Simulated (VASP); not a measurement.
Runs of VASP 6.6.1 on CO. The cell holds a molecule in a box, 2 atoms: a = 11.466 Å, b = 11.966 Å, c = 12.466 Å, α = 90.00°, β = 90.00°, γ = 90.00°. 

```csv
level,potentials or basis,cutoff (eV),gap on the mesh (eV),largest force (eV/Å)
LDA,"VASP PAW LDA potentials, release 64 (C, O)",400,6.74,0.98
PBE+D3(BJ),"VASP PAW PBE potentials, release 64 (C, O)",520,(b),0.05
RPBE,"VASP PAW PBE potentials, release 64 (C, O)",400,6.98,0.50
PBEsol,"VASP PAW PBE potentials, release 64 (C, O)",400,6.87,(c)
PBE,"VASP PAW PBE potentials, release 64 (C, O)",400,6.92,0.03
RPBE+D3(BJ),"VASP PAW PBE potentials, release 64 (C, O)",400,6.98,0.50
PBE+D4,"VASP PAW PBE potentials, release 64 (C, O)",400,6.92,0.03
r2SCAN+rVV10,"VASP PAW PBE potentials, release 64 (C, O)",400,7.69,(a)
```

Alike in all rows: task single point; no spin polarisation; cell as given; k mesh 1 × 1 × 1; smearing gaussian 0.01 eV.

Question: Estimate the missing entries.

Answer: (a) 1.01; (b) 6.91; (c) 0.21.

Caveats: the standard files for N, O and F lose accuracy on very short bonds; the PAW data sets were made with another functional, which shifts forces and pressure a little (some runs).

A k mesh can miss the band edges.

Not every run made on this cell is shown here.
